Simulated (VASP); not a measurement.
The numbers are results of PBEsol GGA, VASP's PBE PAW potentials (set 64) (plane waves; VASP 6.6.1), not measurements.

VASP ran on this input.

### KPOINTS
```
Automatic mesh
0
Gamma
8 8 1
0 0 0
```

**POSCAR**
```
ZrC(100) slab
1
    3.3035459326     0.0000000000     0.0000000000
    0.0000000000     3.3035459326    -0.0000000000
   -0.0000000000    -0.0000000000    24.2542192476
Zr C
4 4
Direct
  0.0000000000   0.5000000000   0.3555330000
  0.5000000000   0.0000000000   0.4518440000
  0.0000000000   0.5000000000   0.5481560000
  0.5000000000   0.0000000000   0.6444670000
  0.0000000000   0.5000000000   0.4518440000
  0.5000000000   0.0000000000   0.3555330000
  0.0000000000   0.5000000000   0.6444670000
  0.5000000000   0.0000000000   0.5481560000
```

### INCAR
```
ISMEAR  =  1   ! Methfessel-Paxton
LMAXMIX  =  4   ! l cut-off of mixed one-centre charges
EDIFFG  =  -0.03   ! ionic stop
ENCUT  =  450   ! plane-wave cut-off (eV)
PREC  =  Normal
LWAVE  =  .TRUE.
SYSTEM  =  ZrC(100) slab
LREAL  =  .FALSE.   ! projection in real space or not
SIGMA  =  0.1   ! width (eV)
GGA  =  PS   ! PBEsol
ISIF  =  2
ALGO  =  Normal   ! blocked Davidson
IBRION  =  2
NELMIN  =  4
EDIFF  =  1E-5
NELM  =  100   ! most electronic steps
LASPH  =  .TRUE.
LCHARG  =  .FALSE.
NSW  =  50
DIPOL  =  0.5 0.5 0.5
IDIPOL  =  3
LDIPOL  =  .TRUE.
```

POTCAR, in this order: Zr_sv C (PBE.64 set). Program: vasp_std.

Q: Estimate the energy per atom (σ→0), band gap (on the k-mesh).

A: 
```yaml
energy per atom (σ→0): -962.4 kJ/mol of atoms
band gap (on the k-mesh): none (metal, semimetal or under 0.01 eV)
```

OSZICAR:
```
...
DAV:   4    -0.797981421060E+02   -0.63170E-06   -0.15305E-05   904   0.210E-02
   8 F= -.79798142E+02 E0= -.79797960E+02  d E =-.546452E-04
       N       E                     dE             d eps       ncg     rms          rms(c)
DAV:   1    -0.797981838780E+02   -0.42404E-04   -0.18445E-02  1140   0.868E-01    0.445E-02
DAV:   2    -0.797981954867E+02   -0.11609E-04   -0.34417E-04  1386   0.122E-01    0.270E-02
DAV:   3    -0.797981923187E+02    0.31680E-05   -0.28265E-05   988   0.309E-02    0.688E-03
DAV:   4    -0.797981925560E+02   -0.23728E-06   -0.31083E-06   606   0.995E-03
   9 F= -.79798193E+02 E0= -.79798017E+02  d E =-.105095E-03
```

The cell is a thin slab with vacuum, built from ZrC (rock salt): (100) face.
